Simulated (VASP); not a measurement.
VASP ran on this input.

### POSCAR
```
Ni3Si
1
    3.4978874248     0.0000000000     0.0000000000
    0.0000000000     3.4978874248     0.0000000000
    0.0000000000     0.0000000000     3.4978874248
Si Ni
1 3
Direct
  0.0000000000   0.0000000000   0.0000000000
  0.0000000000   0.5000000000   0.5000000000
  0.5000000000   0.0000000000   0.5000000000
  0.5000000000   0.5000000000   0.0000000000
```

### INCAR
```
SYSTEM = Ni3Si
PREC = Accurate
ENCUT = 520
EDIFF = 1E-7
NELM = 100
ALGO = Normal
LREAL = .FALSE.
LASPH = .TRUE.
ISMEAR = 1
SIGMA = 0.1
GGA = RP
LMAXMIX = 4
LWAVE = .FALSE.
LCHARG = .FALSE.
ISIF = 2
```

KPOINTS:
```
Automatic mesh
0
gamma
9 9 9
```

POTCAR, in this order: Si Ni (PBE.64 set). Program: vasp_std.

Q: Write an equivalent input for Ansatz.

A: One equivalent input (not run):
Ansatz 0.2 input:
```yaml
crystal:
  lattice:
    - [3.4978874, 0.0000000, 0.0000000]
    - [0.0000000, 3.4978874, 0.0000000]
    - [0.0000000, 0.0000000, 3.4978874]
  atoms:
    - { symbol: Si, position: [0.0000000, 0.0000000, 0.0000000] }
    - { symbol: Ni, position: [0.0000000, 0.5000000, 0.5000000] }
    - { symbol: Ni, position: [0.5000000, 0.0000000, 0.5000000] }
    - { symbol: Ni, position: [0.5000000, 0.5000000, 0.0000000] }
kpoints:
  mp_grid: { grid: [9, 9, 9] }
hamiltonian:
  xc: rpbe
  pseudopotentials: { kind: paw }
scf:
  occupations: { method: methfessel_paxton, width: 0.1 }
  max_iter: 100
output: { forces: true, stress: true, eigenvalues: true }
```
Limits of the translation: each code has its own PAW files, so the cut-off isn't converted (ENCUT is set for VASP's; basis.ecutwfc is left out, and Ansatz then takes the one that its files recommend); Ansatz stops its SCF on the density residual and VASP on the energy change (EDIFF).

The compound is Ni3Si in the L1_2 structure. This cell is one point of a volume scan, at 0.97 of the reference volume.
